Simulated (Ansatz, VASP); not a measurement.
# Bi (bismuthene bilayer, AA) in two plane-wave programs

One calculation is typed for both programs; each brings its own data sets. How far apart do they land? Of the first pair: The structure shown is the start of the Ansatz relaxation below; VASP solves that cell, so the two are compared at the walk's first step.

Main program and level: Ansatz 0.2.0; plane waves, with VASP 6.6.1 beside it; PBE with D3(BJ).

### Step 1. Starting point

The cell holds 4 atoms: 4 Bi. Its edges and angles: a = 4.340 Å, b = 4.340 Å, c = 36.760 Å, α = 90.0°, β = 90.0°, γ = 120.0°. Vacuum lies along c. The height across the vacuum is the one that the program set for its solve, not the one typed.

### Step 2. Ansatz: relaxation, PBE with D3(BJ)

Ansatz runs on its default PAW (the set named soft_2) files.

The two programs are compared at the cell with which this relaxation starts, whose forces are those of its first step.

File input.yaml:

```yaml
crystal:
  lattice:
    - [4.34, 0.0, 0.0]
    - [-2.17, 3.7585502524, 0.0]
    - [0.0, 0.0, 24.48]
  atoms:
    - { symbol: Bi, position: [0.6666666667, 0.3333333333, 0.3676470588] }
    - { symbol: Bi, position: [0.3333333333, 0.6666666667, 0.4387254902] }
    - { symbol: Bi, position: [0.6666666667, 0.3333333333, 0.5612745098] }
    - { symbol: Bi, position: [0.3333333333, 0.6666666667, 0.6323529412] }
  periodic: [true, true, false]
kpoints:
  mp_grid: { grid: [12, 12, 1] }
hamiltonian:
  xc: pbe
  dispersion: d3bj
scf:
  occupations: { method: fermi_dirac, width: 0.05 }
  convergence: { dr2_threshold: 1.0e-09 }
relax:
  f_tol: 0.004
  max_steps: 90
  cell: {}
output:
  write_potential: true
  write_density: true
  volumetric_format: npy
```

On the command line:

```console
$ ansatz run input.yaml --threads 4 --pin off --max-ram 6144MiB --backend cpu --events-out ev --progress --plain --runs-dir out
```

Numbers of over 12 decimals in the logs are rounded to 6 here.

Output:

```text
Warning: crystal.periodic: the lattice vector that does not repeat stood 0.000° off the slab's normal, 24.480 Å along it as the deck builds it. The run solves the slab on a vector along the normal, 36.760 Å long, with every atom where it was (on the deck's vector they left 18.00 Å outside them, and the widest stretch free of ions among them is 3.00 Å). A fractional position that the run reports is one of the run's ce [...]
Warning: relax.cell: scf.convergence.dr2_threshold = 1e-9 eV is looser than the 1.4728061078e-10 eV advised for a relaxation that steers and ends on the stress (1e-10 eV for each atom of the cell: 4, times the square of relax.cell.stress_2d_tol = 0.05 N/m over 16.5 Å (the atoms' height at the walk's start and 5 Å past either face), 3.034e-2 GPa, over a crystal's default 0.05). What an SCF threshold leaves in a stress goes as its square root, and in the free energy as the threshold itself, and one threshold admits the most on a small cell: [figures from the program's tests cut] Set scf.convergence.dr2_threshold to 1.4728061078e-10 eV or tighter. [rest of the remark cut]
crystal.periodic: the lattice vector that does not repeat stood 0.000° off the slab's normal, 24.480 Å along it as the deck builds it. The run solves the slab on a vector along the normal, 36.760 Å long, with every atom where it was (on the deck's vector they left 18.00 Å outside them, and the widest stretch free of ions among them is 3.00 Å). A fractional position that the run reports is one of the run's cell, which [...]
Engine: ansatz 0.2.0, aarch64-unknown-linux-gnu
Pseudopotentials: kind: paw
Pseudopotential: Bi, paw, valence charge 15, recommended cutoff 420 eV (normal), Bi.paw.azcp
Functional definition: PBE
  parameter kappa = 0.804
  parameter beta = 0.066725
  exchange = pbe_x(kappa = kappa, mu = beta*pi^2/3)
  correlation = pbe_c(beta = beta)
Crystal: 4 atoms, lattice volume = 599.633 Å³
Basis set: ecut = 420 eV, 11829 PW (Γ), exchange–correlation on 60×60×500 points (8 copies of the dense FFT grid, shifted against one another)
Bands: 36, of which v1, the nominal top of the filled ones, is band 30 counted from 1 (29 counted from 0)
Symmetry: 12 space group operations
Space group: P-3m1 (ITA 164), of the structure as read, at distance tolerance 8.4e-5 Å
k-points: 19 of 144
[...]
preconditioner: auto → LDOS  [insulator: Δε(μ)=0.249 eV  Ē_g=7.682 eV  σ=0.050 eV  W_gap=0.83  n_scr=74 (ndim 8)  ℏωp=6.8 eV  f_vac=0.712  D(μ)=0.15/eV (n_scr^D=2)  ε∞_Penn≈1.8  β→1.0]
SCF iter   2: F=—  HF=-49587.083296 eV  |F-HF|=—  |Δ(HF+E_count)|=   1.06e-5  Δρ=3.48e-5  dr2=8.14e-5  ethr=3.82e-8  ⟨swp⟩=2.9  Hψ=1410  notcnv=0
SCF iter   3: F=—  HF=-49587.083309 eV  |F-HF|=—  |Δ(HF+E_count)|=   1.28e-5  Δρ=2.90e-5  dr2=6.34e-5  ethr=3.82e-8  ⟨swp⟩=3.4  Hψ=1468  notcnv=0
SCF iter   4: F=—  HF=-49587.083292 eV  |F-HF|=—  |Δ(HF+E_count)|=   1.70e-5  Δρ=1.13e-5  dr2=8.48e-6  ethr=3.82e-8  ⟨swp⟩=2.1  Hψ=771  notcnv=0
SCF iter   5: F=—  HF=-49587.083302 eV  |F-HF|=—  |Δ(HF+E_count)|=   1.00e-5  Δρ=2.74e-6  dr2=5.32e-7  ethr=1.41e-8  ⟨swp⟩=2.1  Hψ=806  notcnv=0
SCF iter   6: F=—  HF=-49587.083360 eV  |F-HF|=—  |Δ(HF+E_count)|=   5.79e-5  Δρ=3.80e-7  dr2=6.90e-9  ethr=8.87e-10  ⟨swp⟩=2.5  Hψ=1115  notcnv=0
SCF iter   7: F=-49587.083360 eV  HF=-49587.083360 eV  |F-HF|=1.67e-10  |Δ(HF+E_count)|=  2.04e-10  Δρ=1.02e-7  dr2=3.90e-11  ethr=1.67e-12  ⟨swp⟩=9.9  Hψ=6194  notcnv=0
SCF 4 converged in 7 iterations: F = -49587.083360 eV  dr2 = 3.90e-11
relax step   4: F+E_penalty+E_count = -49587.08336017 eV  Δ(F+E_penalty+E_count) = -2.541e-4 eV  max|allowed force component| = 9.958e-3 eV/Å  Δτ_max = 0.0038 Å  P = -0.044 N/m  Ω = 588.977 Å³  energy of the carried Pulay correction = +4.599e-4 eV  fix = [c, alpha, beta]  reactions: c -0.000 N/m  (7 SCF iters, accepted)
[...]
relax step   5: F+E_penalty+E_count = -49587.08342014 eV  Δ(F+E_penalty+E_count) = -5.998e-5 eV  max|allowed force component| = 3.084e-3 eV/Å  Δτ_max = 0.0030 Å  P = -0.002 N/m  Ω = 588.285 Å³  energy of the carried Pulay correction = +4.900e-4 eV  fix = [c, alpha, beta]  reactions: c -0.000 N/m  (7 SCF iters, accepted)
[...]
relax step   6: F+E_penalty+E_count = -49587.08291114 eV  Δ(F+E_penalty+E_count) = +5.090e-4 eV  max|allowed force component| = 3.044e-3 eV/Å  Δτ_max = 0.0000 Å  P = -0.001 N/m  Ω = 588.285 Å³  fix = [c, alpha, beta]  reactions: c -0.000 N/m  stress off target by 6.98e-4 N/m on what of the cell is left free  SCF on the basis re-selected at this cell (its energy is not comparable with the rows above)  (6 SCF iters)
basis re-selected at this cell: Δ(F+E_penalty+E_count) = +5.090e-4 eV, ΔP = +0.001 N/m vs the last step (what re-selecting the basis moved, of the pressure what is left beyond the Pulay correction that the steps carried, after the strain that the cell walked since its last selection, with what the two solves' SCF thresholds leave and, on support functions, any second-order correction that the steps lacked; it is no m [...]
SCF converged after 6 iterations
Free energy (F): -49587.082911 eV
Harris-Foulkes:  -49587.082911 eV  (|F-HF|=1.38e-10)
Internal energy: -49587.081087 eV  (E = F + TS)
E sigma→0 (E₀):  -49587.081999 eV
Entropy (-TS):   -0.001824 eV (-0.456 meV/atom)
Fermi energy:    -3.868164 eV
--- Per-component energies (eV) ---
  E_band       = -1253.159199
  E_kinetic    = 1209.657791
  E_local      = -133927.112516  (includes V_loc(G=0)·N_el)
  E_nonlocal   = 2236.968608
  E_hartree    = 65473.208643
  E_xc         = -603.380542
  E_vxc        = -574.644414  (∫ρ·V_xc dr)
  E_paw        = -42653.021806  (= ΣΔE_a)
  E_vpaw       = -1144.446246  (= ΣTr[D̂ρ^β])
  E_aug_tail   = -0.001744  (compensation charges beyond the density's cutoff)
  E_ewald      = 58677.857842
  E_disp       = -1.257364  (pairwise vdW)
  E_smearing   = -0.001824  (= −TS)
  E_closure    = 0.000000  (closes the sum)
  Σ components = -49587.082911   (vs F -49587.082911, Δ=0.00e0)
--- Forces (eV/Å), atoms counted from 1 ---
  atom   1  Bi     0.00000000    -0.00000000     0.00304408
  atom   2  Bi     0.00000000     0.00000000    -0.00246421
  atom   3  Bi     0.00000000    -0.00000000     0.00246421
  atom   4  Bi     0.00000000     0.00000000    -0.00304408
  max |Σ_I F_I| component: 2.89e-18 eV/Å
--- 2D stress c σ (N/m, compression-positive) ---
       -0.000698      -0.000000      -0.000000
       -0.000000      -0.000698       0.000000
       -0.000000       0.000000      -0.000000
  P = ½ c Tr σ = -0.0007 N/m
--- Band table (eV; the first three rows and the last of 19) ---
  k-point 0: bands = [... 26 lower, -4.3268, -4.3268, -4.0161, -4.0161, -3.7651, -1.9877, -1.7354, -1.7354, ... 2 higher]
  k-point 1: bands = [... 26 lower, -4.8533, -4.4925, -4.1641, -4.0730, -2.9481, -2.3729, -1.8694, -1.6556, ... 2 higher]
  k-point 2: bands = [... 26 lower, -5.2197, -4.8610, -4.5011, -4.3175, -3.1389, -2.3015, -1.9298, -1.5279, ... 2 higher]
  k-point 18: bands = [... 26 lower, -6.9054, -6.9054, -5.6994, -5.6994, -3.5960, -2.2028, -1.7780, -1.7780, ... 2 higher]
  the weakly bound empty levels are not read free of the cell's end (no_gap_told)
--- Relaxed structure (5 steps of the walk, 5 accepted, 1 SCFs on fresh bases) ---
  F+E_penalty+E_count = -49587.08291114 eV   max|allowed force component| = 3.044e-3 eV/Å   (the final SCF, on the basis selected at the relaxed cell)
  cell:  # Å, volume = 588.2846 Å³
    - [4.298735, 0.0, 0]
    - [-2.149368, 3.722814, 0]
    - [0, 0, 36.760000002304]
  atoms:
    - { symbol: Bi, position: [0.666667, 0.333333, 0.245526] }
    - { symbol: Bi, position: [0.333333, 0.666667, 0.293053] }
    - { symbol: Bi, position: [0.666667, 0.333333, 0.372888] }
    - { symbol: Bi, position: [0.333333, 0.666667, 0.420416] }
```

Reading the cycles: dr2 is the Hartree energy of the density residual (eV), the measure of convergence; HF is the Harris–Foulkes estimate of the energy, which meets the free energy F at convergence.

### Step 3. VASP: single point, PBE with D3(BJ), start cell, pair 1

The same cell, functional, mesh and smearing now go to VASP, with its own data sets.

Lines of VASP's logs that name or quote its potential files are left out, and so is its time.

File INCAR:

```
SYSTEM = Bi
PREC = Accurate
ENCUT = 400
EDIFF = 1E-06
NELM = 120
ISMEAR = -1
SIGMA = 0.05
LREAL = .FALSE.
ALGO = Normal
GGA = PE
IVDW = 12
NBANDS = 37
LORBIT = 11
LWAVE = .FALSE.
LCHARG = .FALSE.
ISIF = 2
LDIPOL = .TRUE.
IDIPOL = 3
DIPOL = 0.5 0.5 0.333
LVHAR = .TRUE.
LASPH = .TRUE.
GGA_COMPAT = .FALSE.
EFERMI = MIDGAP
NELMDL = -8
```

File POSCAR:

```
Bi
1.0
    4.3400000000      0.0000000000      0.0000000000
   -2.1700000000      3.7585500000      0.0000000000
    0.0000000000      0.0000000000     36.7600000000
Bi
4
Direct
    0.6666666666      0.3333333332      0.2448313384
    0.3333333332      0.6666666666      0.2921653972
    0.6666666666      0.3333333332      0.3737758433
    0.3333333332      0.6666666666      0.4211099021
```

File KPOINTS:

```
Automatic mesh
0
Gamma
12 12 1
0 0 0
```

Potentials, in the order of the species: Bi_d (PBE family, release 64).

On the command line:

```console
$ mpirun -np 1 vasp_std
```

Output:

```text
[banner, memory and clock lines left out]
running    1 mpi-ranks, on    1 nodes
 distrk:  each k-point on    1 cores,    1 groups
 distr:  one band on    1 cores,    1 groups

 POSCAR found type information on POSCAR Bi
 POSCAR found :  1 types and       4 ions
 LDA part: xc-table for (Slater+PW92), standard interpolation
 POSCAR, INCAR and KPOINTS ok, starting setup
 FFT: planning ... GRIDC
 FFT: planning ... GRID_SOFT
 FFT: planning ... GRID
 WAVECAR not read
 entering main loop
       N       E                     dE             d eps       ncg     rms          rms(c)
DAV:   1     0.482141555125E+03    0.48214E+03   -0.25594E+04  1926   0.107E+03
DAV:   2     0.234173181218E+02   -0.45872E+03   -0.45339E+03  1670   0.339E+02
DAV:   3    -0.137567635332E+02   -0.37174E+02   -0.36951E+02  1637   0.121E+02
DAV:   4    -0.152029257561E+02   -0.14462E+01   -0.14444E+01  1668   0.247E+01
DAV:   5    -0.152664077621E+02   -0.63482E-01   -0.63481E-01  1889   0.445E+00
DAV:   6    -0.152679751113E+02   -0.15673E-02   -0.15673E-02  2063   0.697E-01
DAV:   7    -0.152680149521E+02   -0.39841E-04   -0.39841E-04  2054   0.958E-02
DAV:   8    -0.152680164856E+02   -0.15336E-05   -0.15332E-05  1583   0.167E-02    0.194E+00
DAV:   9    -0.152154755422E+02    0.52541E-01   -0.39904E-02  1638   0.178E+00    0.120E+00
DAV:  10    -0.151836469168E+02    0.31829E-01   -0.10196E-01  1623   0.388E+00    0.194E-01
DAV:  11    -0.151848503167E+02   -0.12034E-02   -0.17790E-02  1652   0.188E+00    0.159E-01
DAV:  12    -0.151847427584E+02    0.10756E-03   -0.23777E-03  1952   0.354E-01    0.610E-02
DAV:  13    -0.151845364940E+02    0.20626E-03   -0.45739E-04  1677   0.324E-01    0.224E-02
DAV:  14    -0.151845088932E+02    0.27601E-04   -0.14183E-04  1889   0.659E-02    0.145E-02
[...]
DAV:  18    -0.151847602309E+02   -0.52485E-04   -0.43072E-06  1120   0.138E-02    0.186E-03
DAV:  19    -0.151847921772E+02   -0.31946E-04   -0.18552E-06  1083   0.109E-02    0.169E-03
DAV:  20    -0.151848339716E+02   -0.41794E-04   -0.20216E-06  1063   0.101E-02    0.874E-04
DAV:  21    -0.151848418354E+02   -0.78638E-05   -0.17502E-07  1137   0.305E-03    0.598E-04
DAV:  22    -0.151848529924E+02   -0.11157E-04   -0.55095E-07  1039   0.359E-03    0.440E-04
DAV:  23    -0.151848542279E+02   -0.12355E-05   -0.29037E-08  1036   0.357E-03    0.203E-04
DAV:  24    -0.151848565388E+02   -0.23109E-05   -0.72191E-08   935   0.193E-03    0.221E-04
DAV:  25    -0.151848567746E+02   -0.23585E-06   -0.13835E-08   924   0.280E-03
   1 F= -.16408863E+02 E0= -.16408050E+02  d E =-.162679E-02
```

[end of part 1 of 2]

[Lines on the potential files, build, host, timing and source positions are cut from VASP's logs without a mark.]

[Logs are printed without paths, hosts, clocks, repeated set-up lines and the standing remarks that a program may print on its own settings, such as how far it seeks lower states.]

[Hosts, paths, dates, database ids (printed as entryN), source tags and the programs' standing remarks are cut or masked in the printed files.]
